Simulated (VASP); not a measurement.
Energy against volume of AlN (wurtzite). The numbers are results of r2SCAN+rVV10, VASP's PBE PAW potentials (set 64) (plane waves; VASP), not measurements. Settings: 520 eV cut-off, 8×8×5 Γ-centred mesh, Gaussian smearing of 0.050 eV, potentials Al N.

Shape and ions are relaxed at each volume.

```csv
V (Å³/atom),E (eV/atom)
10.044,-9.51403
10.354,-9.52081
10.665,-9.51508
10.976,-9.49852
```

**Question.** Fit these four points and predict the energy of the run at 9.733 Å³/atom.

**Answer.** A cubic in V^(−2/3), the third-order Birch-Murnaghan form, passes through the four points with V0 = 10.36 Å³/atom and B0 = 214 GPa, and gives -9.4927 eV/atom there. The run gave -9.4929 eV/atom, -0.2 meV/atom from the fit; all five points give B0 = 214 GPa.

The compound is AlN in the wurtzite structure. It was relaxed first.
